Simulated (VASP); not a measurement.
Ga3BiO4:

```
CELL_PARAMETERS angstrom
-3.09311 3.09311 3.09311
3.09311 -3.09311 3.09311
3.09311 3.09311 -3.09311
ATOMIC_POSITIONS crystal
Ga 0.00000 0.50000 0.50000
Ga 0.50000 0.00000 0.50000
Ga 0.50000 0.50000 0.00000
Bi 0.00000 0.00000 0.00000
O 0.50000 0.50000 0.50000
O 0.00000 0.00000 0.50000
O 0.00000 0.50000 0.00000
O 0.50000 0.00000 0.00000
```

The cell was built by a generator and needn't be a form met in nature.

* Program: VASP 6.6.1
* Task: relaxation of cell and atoms
* Functional: PBE
* Potentials or basis: VASP PAW PBE potentials, release 64 (Ga_d, Bi_d, O)
* Cutoff: 520 eV
* k mesh: 3 × 3 × 3
* Occupations: gaussian, width 0.15 eV
* Spin: no spin polarisation

At the start: pressure -10.4 GPa; volume 14.80 Å³/atom.

Question: Where does the relaxation end?

Answer: Over 3 steps the energy falls by 62.3 meV/atom and the volume is 13.06 Å³/atom (-11.7 %); space group Im-3m (No. 229, to 0.05 Å).

The path:
```tsv
step	energy change (eV)	largest force (eV/Å)	pressure (GPa)	volume (Å³)
1	0.0000	0.0000	-10.36	118.37
2	-0.4873	0.0000	1.98	102.73
3	-0.4981	0.0000	0.05	104.51
```

Final structure:
```
CELL_PARAMETERS angstrom
-2.96736 2.96736 2.96736
2.96736 -2.96736 2.96736
2.96736 2.96736 -2.96736
ATOMIC_POSITIONS crystal
Ga 0.00000 0.50000 0.50000
Ga 0.50000 0.00000 0.50000
Ga 0.50000 0.50000 0.00000
Bi 0.00000 0.00000 0.00000
O 0.50000 0.50000 0.50000
O 0.00000 0.00000 0.50000
O 0.00000 0.50000 0.00000
O 0.50000 0.00000 0.00000
```

Caveat: the k mesh is coarse (spacing up to 0.48 Å⁻¹), so the values aren't converged; the relaxation stopped at a loose force limit of 0.08 eV/Å, so its end isn't a converged minimum.
